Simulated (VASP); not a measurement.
Input:

```
BaF2
1.0
    0.00000     3.04552     3.04552
    3.04552     0.00000     3.04552
    3.04552     3.04552     0.00000
Ba F
1 2
Direct
  0.00000   0.00000   0.00000
  0.25000   0.25000   0.25000
  0.75000   0.75000   0.75000
```

Calculation: LDA (Ceperley-Alder, Perdew-Zunger), VASP's LDA PAW potentials (set 64) (plane waves; VASP). Numerical set-up: 520 eV cut-off, Gaussian smearing of 0.050 eV, potentials Ba_sv F.

Unless said otherwise, spin-orbit coupling is left out, though it shifts the bands of the heavy elements here.

### Question
Estimate the band gap (along the path) with the smallest direct gap where there is one.

### Answer

```yaml
band gap (along the path): 6.60 eV
smallest direct gap (along the path): 6.72 eV
```

The compound is BaF2 in the fluorite structure. It was relaxed first, which changed the volume by -5 %.
